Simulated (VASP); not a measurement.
CaSc: single point with PBE

CaSc:

```
Ca Sc
1.0
     0.00000    3.22164    3.22164
     3.22164    0.00000    3.22164
     3.22164    3.22164    0.00000
Ca Sc
1 1
Direct
  0.50000 0.50000 0.50000
  0.00000 0.00000 0.00000
```

The cell was built by a generator and needn't be a form met in nature.

The cell isn't the ideal one: random cell by space group and Wyckoff sites (Fm-3m, No. 225).

| Item | Value |
| --- | --- |
| Program | VASP 6.6.1 |
| Task | single point |
| Functional | PBE |
| Potentials or basis | VASP PAW PBE potentials, release 64 (Ca_sv, Sc_sv) |
| Cutoff | 520 eV |
| k mesh | 6 × 6 × 6 |
| Occupations | gaussian, width 0.1 eV |
| Spin | no spin polarisation |

```
Pressure               : 0.3 GPa
Band gap on the k mesh : none (metal or under the smearing width)
```

Levels at points of the mesh, in eV from the Fermi level:
```tsv
k point	band 7	band 8	band 9	band 10	band 11	band 12	band 13	band 14
(0.00, 0.00, 0.00)	-22.43	-22.43	-4.45	-0.13	-0.13	-0.13	-0.07	-0.07
(0.50, 0.00, 0.00)	-22.44	-22.44	-1.88	-1.63	0.46	0.46	1.27	1.27
(0.50, 0.50, 0.00)	-22.44	-22.44	-1.50	-1.15	-0.54	0.35	0.40	1.42
```

It took 21 s on 1 thread of Intel(R) Xeon(R) Platinum 8375C CPU @ 2.90GHz (Ice Lake), with other jobs on the host, peak memory 0.2 GiB.
